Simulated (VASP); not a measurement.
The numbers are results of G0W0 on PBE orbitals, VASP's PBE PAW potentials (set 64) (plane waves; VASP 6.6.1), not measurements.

VASP input:

**INCAR**
```
ALGO=EVGW0
ENCUT=500
ENCUTGW=180
GGA=PE
ISMEAR=0
LASPH=.TRUE.
LCHARG=.FALSE.
LREAL=.FALSE.
LSPECTRALGW=.TRUE.
LWAVE=.TRUE.
NBANDS=192
NBANDSGW=22
NELMGW=1
NOMEGA=64
PREC=Normal
SIGMA=0.01
SYSTEM=Na2S
```

File POSCAR:
```
Na2S
3.270
  0.0000000000   1.0000000000   1.0000000000
  1.0000000000   0.0000000000   1.0000000000
  1.0000000000   1.0000000000   0.0000000000
Na S
2 1
Cartesian
  0.5000000000   0.5000000000   0.5000000000
  1.5000000000   1.5000000000   1.5000000000
  0.0000000000   0.0000000000   0.0000000000
```

### KPOINTS
```
kpoints
0
Gamma
 4 4 4
```

POTCAR, in this order: Na_sv_GW S_GW (PBE.64 set). Program: vasp_std. Read from the step before: W*.

Output

OSZICAR:
```
energies w=
    0.000    0.000    1.124    0.000    2.246    0.000    3.363    0.000
    4.473    0.000    5.575    0.000    6.668    0.000    7.748    0.000
    8.817    0.000    9.872    0.000   10.914    0.000   11.942    0.000
   12.957    0.000   13.959    0.000   14.948    0.000   15.926    0.000
   16.893    0.000   17.850    0.000   18.800    0.000   19.742    0.000
   20.680    0.000   21.614    0.000   22.545    0.000   23.477    0.000
   24.410    0.000   25.348    0.000   26.290    0.000   27.241    0.000
   28.203    0.000   29.177    0.000   30.167    0.000   31.175    0.000
   32.205    0.000   33.260    0.000   34.343    0.000   35.459    0.000
   36.613    0.000   37.808    0.000   39.052    0.000   40.349    0.000
   41.708    0.000   43.136    0.000   44.643    0.000   46.238    0.000
   47.935    0.000   49.747    0.000   51.692    0.000   53.789    0.000
   56.061    0.000   58.537    0.000   61.250    0.000   64.242    0.000
   67.563    0.000   71.278    0.000   75.466    0.000   80.229    0.000
   85.701    0.000   92.055    0.000   99.531    0.000  108.453    0.000
  119.289    0.000  132.725    0.000  149.812    0.000  172.255    0.000
NQ=   1    0.0000    0.0000    0.0000,
 performed        344000 updates of chi_q(r,r)
NQ=   2    0.2500    0.0000    0.0000,
 performed        992000 updates of chi_q(r,r)
NQ=   3    0.5000    0.0000    0.0000,
 performed       1488000 updates of chi_q(r,r)
NQ=   4    0.2500    0.2500    0.0000,
 performed       2077000 updates of chi_q(r,r)
NQ=   5    0.5000    0.2500    0.0000,
 performed       2860000 updates of chi_q(r,r)
NQ=   6   -0.2500    0.2500    0.0000,
 performed       3558000 updates of chi_q(r,r)
NQ=   7    0.5000    0.5000    0.0000,
 performed       4020000 updates of chi_q(r,r)
NQ=   8   -0.2500    0.5000    0.2500,
 performed       4617000 updates of chi_q(r,r)
 resolving degeneracies of screened two electron integrals
```

File OUTCAR:
```


 k-point   1 :       0.0000    0.0000    0.0000
  band No.  KS-energies  QP-energies   sigma(KS)   V_xc(KS)     V^pw_x(r,r')   Z            occupation Imag(sigma)

      1     -50.1316     -58.0780     -40.3536     -29.2673     -49.1356       0.7168       2.0000       0.6209
      2     -50.1199     -58.2696     -40.3771     -29.2895     -49.1605       0.7350       2.0000       0.6201
      3     -22.1016     -26.8216     -34.5975     -28.2288     -41.2479       0.7411       2.0000       0.3124
      4     -22.1016     -26.8216     -34.5975     -28.2288     -41.2479       0.7411       2.0000       0.3124
      5     -22.1016     -26.8216     -34.5975     -28.2288     -41.2479       0.7411       2.0000       0.3124
      6     -22.0477     -26.8299     -34.7336     -28.3555     -41.3918       0.7498       2.0000       0.3102
      7     -22.0477     -26.8299     -34.7336     -28.3555     -41.3918       0.7498       2.0000       0.3102
      8     -22.0477     -26.8299     -34.7336     -28.3555     -41.3918       0.7498       2.0000       0.3102
      9      -9.9921     -10.9324     -14.6124     -13.1825     -20.9459       0.6576       2.0000       1.5462
     10       0.1468      -1.1251     -14.0147     -12.3046     -15.6369       0.7438       2.0000       0.2119
     11       0.1468      -1.1251     -14.0147     -12.3046     -15.6369       0.7438       2.0000       0.2119
     12       0.1468      -1.1251     -14.0147     -12.3046     -15.6369       0.7438       2.0000       0.2119
     13       2.6407       3.1162      -6.8487      -7.4363      -3.9681       0.8091       0.0000      -0.1552
     14       7.8735       8.7212      -7.6666      -8.7452      -4.2418       0.7859       0.0000      -0.2306
     15       7.8735       8.7212      -7.6666      -8.7452      -4.2418       0.7859       0.0000      -0.2306
     16       7.8735       8.7212      -7.6666      -8.7452      -4.2418       0.7859       0.0000      -0.2306
     17       9.4772      10.2812      -6.8974      -7.9220      -3.1914       0.7847       0.0000      -0.2939
     18       9.4772      10.2812      -6.8974      -7.9220      -3.1914       0.7847       0.0000      -0.2939
     19      11.3726      11.7641      -5.7165      -6.2085      -1.7218       0.7959       0.0000      -0.5765
     20      11.3726      11.7641      -5.7165      -6.2085      -1.7218       0.7959       0.0000      -0.5765
     21      11.3726      11.7641      -5.7165      -6.2085      -1.7218       0.7959       0.0000      -0.5765
     22      13.6133      14.9097      -7.8609      -9.4823      -3.4851       0.7995       0.0000      -0.6019

 k-point   2 :       0.2500    0.0000    0.0000
  band No.  KS-energies  QP-energies   sigma(KS)   V_xc(KS)     V^pw_x(r,r')   Z            occupation Imag(sigma)

      1     -50.1298     -58.1033     -40.3571     -29.2707     -49.1392       0.7192       2.0000       0.6208
      2     -50.1216     -58.2647     -40.3737     -29.2864     -49.1569       0.7345       2.0000       0.6202
      3     -22.0963     -26.8268     -34.6086     -28.2365     -41.2596       0.7424       2.0000       0.3139
      4     -22.0941     -26.8340     -34.6160     -28.2455     -41.2676       0.7440       2.0000       0.3122
      5     -22.0941     -26.8340     -34.6160     -28.2455     -41.2676       0.7440       2.0000       0.3122
      6     -22.0588     -26.8105     -34.6996     -28.3215     -41.3562       0.7450       2.0000       0.3173
      7     -22.0559     -26.8160     -34.7128     -28.3353     -41.3697       0.7464       2.0000       0.3107
      8     -22.0559     -26.8160     -34.7128     -28.3353     -41.3697       0.7464       2.0000       0.3107
      9      -9.8735     -10.8112     -14.7742     -13.3572     -21.0715       0.6617       2.0000       1.5077
     10      -0.8517      -2.1873     -12.7685     -10.9678     -14.5147       0.7417       2.0000       0.2536
     11       0.0787      -1.2027     -14.0052     -12.2818     -15.6535       0.7435       2.0000       0.2149
     12       0.0787      -1.2027     -14.0052     -12.2818     -15.6535       0.7435       2.0000       0.2149
     13       3.9931       4.5369      -7.6680      -8.3542      -4.6599       0.7923       0.0000      -0.1732
     14       7.1945       7.9569      -7.5742      -8.5463      -4.1141       0.7845       0.0000      -0.2457
     15       7.7931       8.5312      -7.0553      -7.9921      -3.6268       0.7879       0.0000      -0.2424
     16       7.7931       8.5312      -7.0553      -7.9921      -3.6268       0.7879       0.0000      -0.2424
     17       9.2721      10.0538      -7.1454      -8.1456      -3.4434       0.7816       0.0000      -0.3047
     18       9.2721      10.0538      -7.1454      -8.1456      -3.4434       0.7816       0.0000      -0.3047
     19      10.4724      11.0146      -5.9933      -6.6745      -2.0787       0.7959       0.0000      -0.4825
     20      13.7131      14.2917      -6.2213      -6.9423      -1.9395       0.8025       0.0000      -0.7364
     21      13.7131      14.2917      -6.2213      -6.9423      -1.9395       0.8025       0.0000      -0.7364
     22      15.3723      16.6854      -8.4535     -10.0840      -3.7835       0.8053       0.0000      -0.7898

 k-point   3 :       0.5000    0.0000    0.0000
  band No.  KS-energies  QP-energies   sigma(KS)   V_xc(KS)     V^pw_x(r,r')   Z            occupation Imag(sigma)

      1     -50.1256     -58.1671     -40.3654     -29.2787     -49.1481       0.7253       2.0000       0.6205
      2     -50.1256     -58.1671     -40.3654     -29.2787     -49.1481       0.7253       2.0000       0.6205
      3     -22.0830     -26.8282     -34.6333     -28.2556     -41.2862       0.7440       2.0000       0.3273
      4     -22.0759     -26.8235     -34.6611     -28.2862     -41.3151       0.7447       2.0000       0.3117
      5     -22.0759     -26.8235     -34.6611     -28.2862     -41.3151       0.7447       2.0000       0.3117
      6     -22.0759     -26.8235     -34.6611     -28.2862     -41.3151       0.7447       2.0000       0.3117
      7     -22.0759     -26.8235     -34.6611     -28.2862     -41.3151       0.7447       2.0000       0.3117
      8     -22.0759     -26.8235     -34.6611     -28.2862     -41.3151       0.7447       2.0000       0.3117
      9      -9.7493     -10.6909     -14.9471     -13.5469     -21.2080       0.6725       2.0000       1.4679
     10      -1.4918      -2.9054     -12.4537     -10.5246     -14.4464       0.7328       2.0000       0.3060
     11       0.0147      -1.2728     -14.0019     -12.2642     -15.6785       0.7410       2.0000       0.2182
     12       0.0147      -1.2728     -14.0019     -12.2642     -15.6785       0.7410       2.0000       0.2182
     13       4.9448       5.6769      -7.2016      -8.1136      -4.0128       0.8027       0.0000      -0.1825
     14       6.5995       7.0594      -7.3383      -7.9382      -3.8008       0.7666       0.0000      -0.2960
     15       7.2859       7.9643      -6.7403      -7.5983      -3.4090       0.7906       0.0000      -0.2271
     16       7.2859       7.9643      -6.7403      -7.5983      -3.4090       0.7906       0.0000      -0.2271
     17      11.3487      12.1611      -7.1313      -8.1597      -2.9329       0.7900       0.0000      -0.5337
     18      11.4992      12.4898      -7.9175      -9.1891      -3.8484       0.7790       0.0000      -0.4117
     19      11.4992      12.4898      -7.9175      -9.1891      -3.8484       0.7790       0.0000      -0.4117
     20      12.0337      12.6865      -7.0623      -7.8966      -2.7431       0.7824       0.0000      -0.5863
     21      12.0337      12.6865      -7.0623      -7.8966      -2.7431       0.7824       0.0000      -0.5863
     22      12.4750      13.5904      -8.4049      -9.8251      -4.0901       0.7854       0.0000      -0.5339

 k-point   4 :       0.2500    0.2500    0.0000
  band No.  KS-energies  QP-energies   sigma(KS)   V_xc(KS)     V^pw_x(r,r')   Z            occupation Imag(sigma)

      1     -50.1295     -58.1203     -40.3575     -29.2713     -49.1397       0.7208       2.0000       0.6208
      2     -50.1217     -58.2348     -40.3731     -29.2861     -49.1563       0.7318       2.0000       0.6202
      3     -22.1069     -26.8130     -34.5833     -28.2114     -41.2325       0.7386       2.0000       0.3134
      4     -22.1069     -26.8130     -34.5833     -28.2114     -41.2325       0.7386       2.0000       0.3134
      5     -22.0875     -26.8230     -34.6235     -28.2467     -41.2748       0.7426       2.0000       0.3232
      6     -22.0676     -26.8252     -34.6839     -28.3100     -41.3402       0.7464       2.0000       0.3102
      7     -22.0437     -26.8371     -34.7444     -28.3655     -41.4038       0.7514       2.0000       0.3098
      8     -22.0437     -26.8371     -34.7444     -28.3655     -41.4038       0.7514       2.0000       0.3098
      9      -9.8351     -10.7771     -14.8253     -13.4127     -21.1111       0.6669       2.0000       1.4958
     10      -0.8233      -2.1442     -12.7824     -11.0027     -14.5038       0.7422       2.0000       0.2520
     11      -0.0952      -1.3907     -13.8543     -12.0991     -15.5473       0.7381       2.0000       0.2221
     12      -0.0952      -1.3907     -13.8543     -12.0991     -15.5473       0.7381       2.0000       0.2221
     13       4.2223       4.7069      -7.5109      -8.1251      -4.5253       0.7891       0.0000      -0.1796
     14       6.8712       7.7363      -7.3905      -8.4790      -4.0509       0.7948       0.0000      -0.2033
     15       7.1971       7.8432      -6.6621      -7.4803      -3.2034       0.7897       0.0000      -0.2473
     16       8.6461       9.4455      -7.7411      -8.7700      -4.0731       0.7769       0.0000      -0.2967
     17       8.6461       9.4455      -7.7411      -8.7700      -4.0731       0.7769       0.0000      -0.2967
     18      10.2865      11.1078      -7.0247      -8.0730      -3.1731       0.7835       0.0000      -0.3455
     19      12.6027      13.1578      -6.1884      -6.8861      -2.0445       0.7956       0.0000      -0.6289
     20      12.6027      13.1578      -6.1884      -6.8861      -2.0445       0.7956       0.0000      -0.6289
     21      12.7787      13.4130      -6.2728      -7.0586      -2.1729       0.8072       0.0000      -0.6495
     22      15.8036      16.8719      -8.0686      -9.4007      -3.4057       0.8020       0.0000      -0.8857

 k-point   5 :       0.5000    0.2500    0.0000
  band No.  KS-energies  QP-energies   sigma(KS)   V_xc(KS)     V^pw_x(r,r')   Z            occupation Imag(sigma)

      1     -50.1269     -58.1690     -40.3627     -29.2762     -49.1452       0.7254       2.0000       0.6207
...
```
(Selected blocks of OUTCAR.)

The mesh is coarse and the basis finite, so the quasiparticle values are not converged.

The compound is Na2S in the antifluorite structure. The cell was not relaxed at this level.
